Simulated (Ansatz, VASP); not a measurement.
# Ru (Ruthenium) in two plane-wave programs, part 2 of 2

One calculation is typed for both programs; each brings its own data sets. How far apart do they land? The cell is taken from a series of runs on this material, whose earlier steps may have relaxed, scaled, displaced or heated it; both programs get it as it stands.

VASP 6.6.1 and Ansatz 0.2.0.

So far: The structure; Ansatz: zone-centre phonons, PBEsol; VASP: zone-centre phonons, PBEsol.

## 3. VASP: zone-centre phonons, PBEsol (continued)

Level of this step: PBEsol; plane waves and PAW (Ru_pv) (VASP).

Numbers of over 12 decimals in the logs are rounded to 6 here.

Parts of OUTCAR (step 3):

```text
ion  position               nearest neighbor table
   1  0.333  0.667  0.250-   2 2.65   2 2.65   2 2.65   2 2.65   2 2.65   2 2.65
   2  0.667  0.333  0.750-   1 2.65   1 2.65   1 2.65   1 2.65   1 2.65   1 2.65

  LATTYP: Found a hexagonal cell.
 ALAT       =     2.7058000000
 C/A-ratio  =     1.5824894671

 Subroutine GETGRP returns: Found 24 space group operations
 (whereof 12 operations were pure point group operations)

The static configuration has the point symmetry D_3d.
 The point group associated with its full space group is D_6h.

 Found    336 irreducible k-points:

   k-points           NKPTS =    336   k-points in BZ     NKDIM =    336   number of bands    NBANDS=     20

   dimension x,y,z NGX =    20 NGY =   20 NGZ =   32
   dimension x,y,z NGXF=    40 NGYF=   40 NGZF=   64

   ENCUT  =  500.0 eV  36.75 Ry    6.06 a.u.   4.93  4.93  7.81*2*pi/ulx,y,z

   NELECT =      28.0000    total number of electrons

 k-points in reciprocal lattice and weights: Automatic mesh
   0.00000000  0.00000000  0.00000000       0.000
   0.04761905  0.00000000  0.00000000       0.001
   0.09523810  0.00000000  0.00000000       0.001
   0.14285714  0.00000000  0.00000000       0.001
   0.19047619  0.00000000  0.00000000       0.001
   0.23809524  0.00000000  0.00000000       0.001
   0.28571429  0.00000000  0.00000000       0.001
   0.33333333  0.00000000  0.00000000       0.001
   0.38095238  0.00000000  0.00000000       0.001
[...]
0.33333333  0.28571429  0.50000000       0.002
   0.33333333  0.33333333  0.50000000       0.000

 average (electrostatic) potential at core
       1 -67.1346       2 -67.1346

  Total       -0.9955053     -0.9955053     -1.2647981      0.0000000      0.0000000      0.0000000
  in kB      -58.7483431    -58.7483431    -74.6402794      0.0000000      0.0000000      0.0000000
  external PRESSURE =     -64.0456552 kB  Pullay stress =       0.0000000 kB

  energy-cutoff  :      500.00
  volume of cell :       27.15
      direct lattice vectors                 reciprocal lattice vectors
     2.705800000  0.000000000  0.000000000     0.369576465  0.213375072  0.000000000
    -1.352900000  2.343291538  0.000000000     0.000000000  0.426750144  0.000000000
     0.000000000  0.000000000  4.281900000     0.000000000  0.000000000  0.233541185

 POSITION                                       TOTAL-FORCE (eV/Angst)
 -----------------------------------------------------------------------------------
      0.00000      1.56219      1.07048        -0.000000      0.000000      0.000000
      1.35290      0.78110      3.21143         0.000000      0.000000      0.000000
 -----------------------------------------------------------------------------------
    total drift:                               -0.000000     -0.000000      0.000000

 Eigenvectors and eigenvalues of the dynamical matrix
 ----------------------------------------------------

   1 f  =    7.581060 THz    47.633205 2PiTHz  252.876942 cm-1    31.352731 meV
             X         Y         Z           dx          dy          dz
      0.000000  1.562194  1.070475     0.000000    0.000000    0.707107
      1.352900  0.781097  3.211425     0.000000   -0.000000   -0.707107

   2 f  =    6.009614 THz    37.759520 2PiTHz  200.459156 cm-1    24.853757 meV
             X         Y         Z           dx          dy          dz
      0.000000  1.562194  1.070475    -0.000001    0.707107   -0.000000
      1.352900  0.781097  3.211425     0.000001   -0.707107    0.000000

   3 f  =    6.009614 THz    37.759520 2PiTHz  200.459156 cm-1    24.853757 meV
             X         Y         Z           dx          dy          dz
      0.000000  1.562194  1.070475    -0.707107   -0.000001    0.000000
      1.352900  0.781097  3.211425     0.707107    0.000001   -0.000000

   4 f  =    0.000000 THz     0.000000 2PiTHz    0.000002 cm-1     0.000000 meV
             X         Y         Z           dx          dy          dz
      0.000000  1.562194  1.070475    -0.687381   -0.155987    0.056356
      1.352900  0.781097  3.211425    -0.687381   -0.155987    0.056356

   5 f  =    0.000000 THz     0.000000 2PiTHz    0.000001 cm-1     0.000000 meV
             X         Y         Z           dx          dy          dz
      0.000000  1.562194  1.070475     0.107121   -0.234111    0.658572
      1.352900  0.781097  3.211425     0.107121   -0.234111    0.658572

   6 f/i=    0.000000 THz     0.000000 2PiTHz    0.000002 cm-1     0.000000 meV
             X         Y         Z           dx          dy          dz
      0.000000  1.562194  1.070475    -0.126622    0.648737    0.251211
      1.352900  0.781097  3.211425    -0.126622    0.648737    0.251211

 ELASTIC MODULI CONTR FROM IONIC RELAXATION (kBar)
 Direction    XX          YY          ZZ          XY          YZ          ZX
 --------------------------------------------------------------------------------
 XX         -37.9539     37.9539     -0.0000      0.0000      0.0000     -0.0000
 YY          37.9539    -37.9539      0.0000     -0.0000     -0.0000      0.0000
 ZZ          -0.0000      0.0000     -0.0000     -0.0000      0.0000     -0.0000
 XY           0.0000     -0.0000     -0.0000    -37.9539      0.0000     -0.0000
 YZ           0.0000     -0.0000      0.0000      0.0000     -0.0000      0.0000
 ZX          -0.0000      0.0000     -0.0000     -0.0000      0.0000     -0.0000
 --------------------------------------------------------------------------------
```

## 4. Side by side

Known differences besides the potentials themselves: the data sets hold 32 valence electrons in Ansatz (on its default PAW (the set named soft_2) files) and 28 in VASP; the cutoff is 420 eV in Ansatz and 500 eV in VASP; Ansatz makes its cores anew for this functional, VASP keeps those of its PBE data sets. Total energies have different zeros and are not compared.

Compared:

| quantity | Ansatz | VASP | difference |
| --- | --- | --- | --- |
| optical mode 1 to 2 (cm⁻¹) | 200.2 | 200.5 | -0.12 % |
| optical mode 3 (cm⁻¹) | 251.9 | 252.9 | -0.40 % |

Modes are paired by rising frequency, not by their patterns, so a pair may set unlike modes beside each other; they are those without the splitting of longitudinal modes.

## 5. Results

| Quantity | Value |
| --- | --- |
| r.m.s. difference of the optical zone-centre modes, each program's sorted by frequency (zone-centre phonons, PBEsol) | 0.62 cm⁻¹ |

What this shows: The r.m.s. difference of the optical zone-centre modes, each program's sorted by frequency is 0.62 cm⁻¹ (zone-centre phonons, PBEsol). The data sets hold unlike numbers of valence electrons (32 in Ansatz and 28 in VASP), so part of the differences comes from the potentials. Such differences can come from data sets, numerical settings and the points named under the comparisons, not from the functional's error against experiment.

[Lines on the potential files, build, host, timing and source positions are cut from VASP's logs without a mark.]

[Logs are printed without paths, hosts, clocks, repeated set-up lines and the standing remarks that a program may print on its own settings, such as how far it seeks lower states.]

[Hosts, paths, dates, database ids (printed as entryN), source tags and the programs' standing remarks are cut or masked in the printed files.]
